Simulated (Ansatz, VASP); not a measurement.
# InP: VASP beside Ansatz

One calculation is typed for both programs; each brings its own data sets. How far apart do they land? The cell is taken from a series of runs on this material, whose earlier steps may have relaxed, scaled, displaced or heated it; both programs get it as it stands.

Method: plane waves, with VASP 6.6.1 beside it; G0W0 gap at PBE, DFT+U, in Ansatz 0.2.0.

### 1. The starting structure

Symmetry: F-43m, No. 216, cubic system. The conventional cell has a = 5.869 Å, b = 5.869 Å, c = 5.869 Å, α = 90.00°, β = 90.00°, γ = 90.00°. Nearest to In lie 4 P at 2.54 Å. P has 4 In at 2.54 Å nearest. Farther neighbours are not listed.

As a file:

```xyz
2
Lattice="0.0000 2.9343 2.9343 2.9343 0.0000 2.9343 2.9343 2.9343 0.0000" Properties=species:S:1:pos:R:3 pbc="T T T"
In    0.0000    0.0000    0.0000
P     1.4672    1.4672    1.4672
```

### 2. VASP: G0W0 gap, PBE, DFT+U

Quasiparticle shifts depend on high empty states and on the cores, so they are the hardest test of two PAW sets.

Lines of VASP's logs that name or quote its potential files are left out, and so is its time.

The run reads the wave functions of an earlier VASP run, which isn't shown here.

The input, INCAR:

```
SYSTEM = InP
PREC = Accurate
ENCUT = 300
ISMEAR = 0
SIGMA = 0.01
LREAL = .FALSE.
GGA = PE
NBANDS = 224
LASPH = .TRUE.
ALGO = EVGW0
NELMGW = 1
ENCUTGW = 150
NOMEGA = 64
PRECFOCK = Fast
NBANDSGW = 24
LWAVE = .FALSE.
LCHARG = .FALSE.
```

The input, POSCAR:

```
InP
1.0
    0.0000000000      2.9343500000      2.9343500000
    2.9343500000      0.0000000000      2.9343500000
    2.9343500000      2.9343500000      0.0000000000
In P
1 1
Direct
    0.0000000000      0.0000000000      0.0000000000
    0.2500000000      0.2500000000      0.2500000000
```

The input, KPOINTS:

```
Automatic mesh
0
Gamma
6 6 6
0 0 0
```

The projector-augmented-wave data sets are In_d_GW and P_GW (PBE family, release 64).

The run is started by

```bash
$ mpirun -np 8 vasp_std
```

Numbers of over 12 decimals in the logs are rounded to 6 here.

Log:

```text
[banner, memory and clock lines left out]
running    8 mpi-ranks, on    1 nodes
 distrk:  each k-point on    8 cores,    1 groups
 distr:  one band on    1 cores,    8 groups

 POSCAR found type information on POSCAR InP
 POSCAR found :  2 types and       2 ions
|                                                                             |
|           W    W    AA    RRRRR   N    N  II  N    N   GGGG   !!!           |
|           W    W   A  A   R    R  NN   N  II  NN   N  G    G  !!!           |
|           W    W  A    A  R    R  N N  N  II  N N  N  G       !!!           |
|           W WW W  AAAAAA  RRRRR   N  N N  II  N  N N  G  GGG   !            |
|           WW  WW  A    A  R   R   N   NN  II  N   NN  G    G                |
|           W    W  A    A  R    R  N    N  II  N    N   GGGG   !!!           |
|                                                                             |
|     For optimal performance we recommend to set                             |
|       NCORE = 2 up to number-of-cores-per-socket                            |
|     NCORE specifies how many cores store one orbital (NPAR=cpu/NCORE).      |
|     This setting can greatly improve the performance of VASP for DFT.       |
|     The default, NCORE=1 might be grossly inefficient on modern             |
|     multi-core architectures or massively parallel machines. Do your        |
|     Unfortunately you need to use the default for GW and RPA                |
|     calculations (for HF NCORE is supported but not extensively tested      |
|     yet).                                                                   |
|                                                                             |

|                                                                             |
|           W    W    AA    RRRRR   N    N  II  N    N   GGGG   !!!           |
|           W    W   A  A   R    R  NN   N  II  NN   N  G    G  !!!           |
|           W    W  A    A  R    R  N N  N  II  N N  N  G       !!!           |
|           W WW W  AAAAAA  RRRRR   N  N N  II  N  N N  G  GGG   !            |
|           WW  WW  A    A  R   R   N   NN  II  N   NN  G    G                |
|           W    W  A    A  R    R  N    N  II  N    N   GGGG   !!!           |
|                                                                             |
|     The default for ENCUTGWSOFT is different in this version of VASP.       |
|     please manually set ENCUTGWSOFT =150 in the INCAR file.                 |
|                                                                             |

 LDA part: xc-table for (Slater+PW92), standard interpolation
 found WAVECAR, reading the header
 POSCAR, INCAR and KPOINTS ok, starting setup
 FFT: planning ... GRIDC
 FFT: planning ... GRID_SOFT
 FFT: planning ... GRID
 reading WAVECAR
 the WAVECAR file was read successfully
 initial charge from wavefunction
 available memory per node:     61.76 GB, setting MAXMEM to     63245

 The Fermi energy was updated, please check that it is located mid-gap
 values below the HOMO (VB) or above the LUMO (CB) will cause erroneous energies
 E-fermi :   4.1665

 calculate exact exchange contribution
 the WAVEDER file was read successfully
energies w=
    0.000    0.000    0.342    0.000    0.682    0.000    1.021    0.000
    1.358    0.000    1.692    0.000    2.023    0.000    2.349    0.000
    2.672    0.000    2.990    0.000    3.304    0.000    3.613    0.000
    3.918    0.000    4.219    0.000    4.516    0.000    4.809    0.000
    5.100    0.000    5.388    0.000    5.674    0.000    5.959    0.000
    6.242    0.000    6.525    0.000    6.809    0.000    7.093    0.000
    7.379    0.000    7.668    0.000    7.959    0.000    8.255    0.000
    8.557    0.000    8.864    0.000    9.178    0.000    9.501    0.000
    9.833    0.000   10.177    0.000   10.534    0.000   10.906    0.000
   11.294    0.000   11.701    0.000   12.131    0.000   12.585    0.000
   13.069    0.000   13.585    0.000   14.139    0.000   14.737    0.000
   15.387    0.000   16.096    0.000   16.875    0.000   17.737    0.000
   18.698    0.000   19.779    0.000   21.004    0.000   22.407    0.000
   24.031    0.000   25.936    0.000   28.203    0.000   30.946    0.000
   34.333    0.000   38.619    0.000   44.213    0.000   51.812    0.000
   62.715    0.000   79.637    0.000  109.394    0.000  175.288    0.000
 responsefunction array rank=     224
 LDA part: xc-table for (Slater+PW92), standard interpolation

 min. memory requirement per mpi rank    306.9 MB, per node   2455.6 MB

 allocating   8 responsefunctions rank=   224
 shmem allocating  64 responsefunctions rank=   224
 response function shared by NCSHMEM nodes    1
 Doing            8  frequencies on each core in blocks of           64
NQ=   1    0.0000    0.0000    0.0000,
|.........|.........|.........|.........|.........|.........|.........|.........
 performed       1007000 updates of chi_q(r,r)
 total number of BLAS operations        264.17 Gflops
NQ=   2    0.1667    0.0000    0.0000,
|.........|.........|.........|.........|.........|.........|.........|.........
 performed       2746000 updates of chi_q(r,r)
 total number of BLAS operations        848.85 Gflops
NQ=   3    0.3333    0.0000    0.0000,
|.........|.........|.........|.........|.........|.........|.........|.........
 performed       4485000 updates of chi_q(r,r)
 total number of BLAS operations       1433.53 Gflops
NQ=   4    0.5000    0.0000    0.0000,
|.........|.........|.........|.........|.........|.........|.........|.........
 performed       5966000 updates of chi_q(r,r)
 total number of BLAS operations       1956.05 Gflops
NQ=   5    0.1667    0.1667    0.0000,
|.........|.........|.........|.........|.........|.........|.........|.........
 performed       7705000 updates of chi_q(r,r)
 total number of BLAS operations       2523.74 Gflops
NQ=   6    0.3333    0.1667    0.0000,
|.........|.........|.........|.........|.........|.........|.........|.........
 performed      10368000 updates of chi_q(r,r)
 total number of BLAS operations       3499.66 Gflops
NQ=   7    0.5000    0.1667    0.0000,
|.........|.........|.........|.........|.........|.........|.........|.........
 performed      13031000 updates of chi_q(r,r)
 total number of BLAS operations       4503.13 Gflops
NQ=   8   -0.3333    0.1667    0.0000,
|.........|.........|.........|.........|.........|.........|.........|.........
 performed      15694000 updates of chi_q(r,r)
 total number of BLAS operations       5451.87 Gflops
NQ=   9   -0.1667    0.1667    0.0000,
|.........|.........|.........|.........|.........|.........|.........|.........
 performed      18013000 updates of chi_q(r,r)
 total number of BLAS operations       6254.75 Gflops
NQ=  10    0.3333    0.3333    0.0000,
|.........|.........|.........|.........|.........|.........|.........|.........
 performed      19752000 updates of chi_q(r,r)
 total number of BLAS operations       6915.93 Gflops
NQ=  11    0.5000    0.3333    0.0000,
|.........|.........|.........|.........|.........|.........|.........|.........
 performed      22415000 updates of chi_q(r,r)
 total number of BLAS operations       7846.78 Gflops
NQ=  12   -0.3333    0.3333    0.0000,
|.........|.........|.........|.........|.........|.........|.........|.........
 performed      24734000 updates of chi_q(r,r)
 total number of BLAS operations       8744.97 Gflops
NQ=  13    0.5000    0.5000    0.0000,
|.........|.........|.........|.........|.........|.........|.........|.........
 performed      26064000 updates of chi_q(r,r)
 total number of BLAS operations       9269.55 Gflops
NQ=  14    0.5000    0.3333    0.1667,
|.........|.........|.........|.........|.........|.........|.........|.........
 performed      29050000 updates of chi_q(r,r)
 total number of BLAS operations      10323.12 Gflops
NQ=  15   -0.3333    0.3333    0.1667,
|.........|.........|.........|.........|.........|.........|.........|.........
 performed      31864000 updates of chi_q(r,r)
 total number of BLAS operations      11335.01 Gflops
NQ=  16   -0.3333    0.5000    0.1667,
|.........|.........|.........|.........|.........|.........|.........|.........
 performed      34194000 updates of chi_q(r,r)
 total number of BLAS operations      12141.60 Gflops
 resolving degeneracies of screened two electron integrals

 calculate QP shifts <psi_nk| G(iteration)W_0 |psi_nk>: iteration 1
 entering main loop
```

From OUTCAR (step 2):

```text
ion  position               nearest neighbor table
   1  0.000  0.000  0.000-   2 2.54   2 2.54   2 2.54   2 2.54
   2  0.250  0.250  0.250-   1 2.54   1 2.54   1 2.54   1 2.54

  LATTYP: Found a face centered cubic cell.
 ALAT       =     5.8687000000

 Subroutine GETGRP returns: Found 24 space group operations
 (whereof 24 operations were pure point group operations)

The static configuration has the point symmetry T_d .

 Found     16 irreducible k-points:

   k-points           NKPTS =     16   k-points in BZ     NKDIM =    216   number of bands    NBANDS=    224

   dimension x,y,z NGX =    24 NGY =   24 NGZ =   24
   dimension x,y,z NGXF=    48 NGYF=   48 NGZF=   48

   ENCUT  =  300.0 eV  22.05 Ry    4.70 a.u.   5.86  5.86  5.86*2*pi/ulx,y,z

   NELECT =      18.0000    total number of electrons

  energy-cutoff  :      300.00
  volume of cell :       50.53
      direct lattice vectors                 reciprocal lattice vectors
     0.000000000  2.934350000  2.934350000    -0.170395488  0.170395488  0.170395488
     2.934350000  0.000000000  2.934350000     0.170395488 -0.170395488  0.170395488
     2.934350000  2.934350000  0.000000000     0.170395488  0.170395488 -0.170395488

 k-points in reciprocal lattice and weights: Automatic mesh
   0.00000000  0.00000000  0.00000000       0.005
   0.16666667  0.00000000  0.00000000       0.037
   0.33333333  0.00000000  0.00000000       0.037
   0.50000000  0.00000000  0.00000000       0.019
   0.16666667  0.16666667  0.00000000       0.028
   0.33333333  0.16666667  0.00000000       0.111
   0.50000000  0.16666667  0.00000000       0.111
  -0.33333333  0.16666667  0.00000000       0.111
  -0.16666667  0.16666667  0.00000000       0.056
[...]
-0.33333333  0.33333333  0.16666667       0.111
  -0.33333333  0.50000000  0.16666667       0.056

 E-fermi :   4.1665

 QP shifts <psi_nk| G(iteration)W_0 |psi_nk>: iteration 1
 for sc-GW calculations column KS-energies equals QP-energies in previous step
 and V_xc(KS)=  KS-energies - (<T + V_ion + V_H > + <T+V_H+V_ion>^1  + <V_x>^1)
 k-point   1 :       0.0000    0.0000    0.0000
  band No.  KS-energies  QP-energies   sigma(KS)   V_xc(KS)     V^pw_x(r,r')   Z            occupation Imag(sigma)
    ...
      6      -7.6034      -8.0123     -11.9757     -11.3023     -18.2688       0.6073       2.0000       0.8383
      7       3.7596       3.3281     -12.9361     -12.3565     -13.8374       0.7443       2.0000       0.0371
      8       3.7596       3.3281     -12.9361     -12.3565     -13.8374       0.7443       2.0000       0.0371
      9       3.7596       3.3281     -12.9361     -12.3565     -13.8374       0.7443       2.0000       0.0371
     10       4.5735       4.6155     -10.8610     -10.9158      -7.1674       0.7676       0.0000      -0.0313
     11       7.9713       8.0603      -9.8878     -10.0051      -5.5190       0.7582       0.0000      -0.0491
     12       7.9713       8.0603      -9.8878     -10.0051      -5.5190       0.7582       0.0000      -0.0491
     13       7.9713       8.0603      -9.8878     -10.0051      -5.5190       0.7582       0.0000      -0.0491
    ...

 k-point   2 :       0.1667    0.0000    0.0000
  band No.  KS-energies  QP-energies   sigma(KS)   V_xc(KS)     V^pw_x(r,r')   Z            occupation Imag(sigma)
    ...
      6      -7.3082      -7.7305     -12.0977     -11.4173     -18.2596       0.6207       2.0000       0.8274
      7       1.6377       1.1241     -12.2639     -11.5586     -13.6386       0.7283       2.0000       0.0556
      8       3.4806       3.0104     -12.7752     -12.1422     -13.7618       0.7427       2.0000       0.0371
      9       3.4806       3.0104     -12.7752     -12.1422     -13.7618       0.7427       2.0000       0.0371
     10       5.6664       5.7210     -10.7588     -10.8306      -6.9318       0.7614       0.0000      -0.0353
     11       8.3312       8.4158     -10.1182     -10.2314      -5.6522       0.7473       0.0000      -0.0601
     12       8.3906       8.5072     -10.0012     -10.1567      -5.4935       0.7499       0.0000      -0.0553
     13       8.3906       8.5072     -10.0012     -10.1567      -5.4935       0.7499       0.0000      -0.0553
    ...

 k-point   3 :       0.3333    0.0000    0.0000
  band No.  KS-energies  QP-energies   sigma(KS)   V_xc(KS)     V^pw_x(r,r')   Z            occupation Imag(sigma)
    ...
      6      -6.5409      -6.9761     -12.4516     -11.7782     -18.3018       0.6462       2.0000       0.7716
      7      -0.6938      -1.2893     -11.7961     -10.9377     -14.4143       0.6938       2.0000       0.1431
      8       3.0434       2.5147     -12.6084     -11.8931     -13.7709       0.7391       2.0000       0.0380
      9       3.0434       2.5147     -12.6084     -11.8931     -13.7709       0.7391       2.0000       0.0380
     10       5.5076       5.5794     -10.2931     -10.3865      -6.4045       0.7686       0.0000      -0.0343
     11       8.6775       8.8294      -9.7523      -9.9556      -5.1746       0.7474       0.0000      -0.0628
     12       8.6775       8.8294      -9.7523      -9.9556      -5.1746       0.7474       0.0000      -0.0628
     13      10.0975      10.1323      -9.9808     -10.0290      -4.7919       0.7241       0.0000      -0.1305
    ...

 k-point   4 :       0.5000    0.0000    0.0000
  band No.  KS-energies  QP-energies   sigma(KS)   V_xc(KS)     V^pw_x(r,r')   Z            occupation Imag(sigma)
    ...
      6      -5.9721      -6.3946     -12.8144     -12.1709     -18.4676       0.6566       2.0000       0.7122
      7      -1.8233      -2.4552     -11.3711     -10.4532     -14.5183       0.6884       2.0000       0.2380
      8       2.8622       2.3096     -12.5581     -11.8091     -13.7972       0.7378       2.0000       0.0383
      9       2.8622       2.3096     -12.5581     -11.8091     -13.7972       0.7378       2.0000       0.0383
     10       5.3403       5.4175     -10.2616     -10.3620      -6.4160       0.7698       0.0000      -0.0335
     11       8.5926       8.7539      -9.5563      -9.7715      -5.0323       0.7497       0.0000      -0.0629
     12       8.5926       8.7539      -9.5563      -9.7715      -5.0323       0.7497       0.0000      -0.0629
     13      10.9018      10.8139      -8.7813      -8.6604      -3.4770       0.7267       0.0000      -0.1711
    ...

[... 4 further parts left out ...]
```

(Continued in part 2 of 2.)

[Lines on the potential files, build, host, timing and source positions are cut from VASP's logs without a mark.]

[Logs are printed without paths, hosts, clocks, repeated set-up lines and the standing remarks that a program may print on its own settings, such as how far it seeks lower states.]

[Hosts, paths, dates, database ids (printed as entryN), source tags and the programs' standing remarks are cut or masked in the printed files.]
